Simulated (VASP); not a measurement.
A convergence study with VASP on KBr (rock salt): a few settings are varied, all else stays as given below, so the limit is that of these other settings.

```
KBr
1.0
    0.00000     3.30000     3.30000
    3.30000     0.00000     3.30000
    3.30000     3.30000     0.00000
K Br
1 1
Cartesian
  0.00000   0.00000   0.00000
  3.30000   3.30000   3.30000
```

These are HSE06 screened hybrid, VASP's PBE PAW potentials (set 64) (plane waves; VASP 6.6.1) values and carry that method's errors. The last row used: 520 eV cut-off, 4×4×4 Γ-centred mesh, Gaussian smearing of 0.050 eV, potentials K_sv Br.

```tsv
setting	E (eV/atom)	pressure (GPa)	electronic steps
ENCUT = 300, PRECFOCK = Fast	(withheld)	(withheld)	21
ENCUT = 520, PRECFOCK = Fast	(withheld)	(withheld)	21
ENCUT = 300, PRECFOCK = Normal	-3.5919	0.34	21
ENCUT = 400, PRECFOCK = Normal	-3.5921	0.48	21
ENCUT = 520, PRECFOCK = Normal	-3.5925	0.48	21
ENCUT = 300, PRECFOCK = Accurate	-3.5919	0.34	21
ENCUT = 400, PRECFOCK = Accurate	-3.5921	0.48	21
ENCUT = 520, PRECFOCK = Accurate	-3.5925	0.48	21
```

Task: Fill in the missing entries.

Result: 
- ENCUT = 520, PRECFOCK = Fast, E (eV/atom): -3.5923
- ENCUT = 520, PRECFOCK = Fast, pressure (GPa): 0.49
- ENCUT = 300, PRECFOCK = Fast, E (eV/atom): -3.5918
- ENCUT = 300, PRECFOCK = Fast, pressure (GPa): 0.35

Left out are rungs that failed or repeat a setting and relaxations that didn't move; long series are thinned to 24 rows.

The compound is KBr in the rock salt structure. The cell was not relaxed at this level.
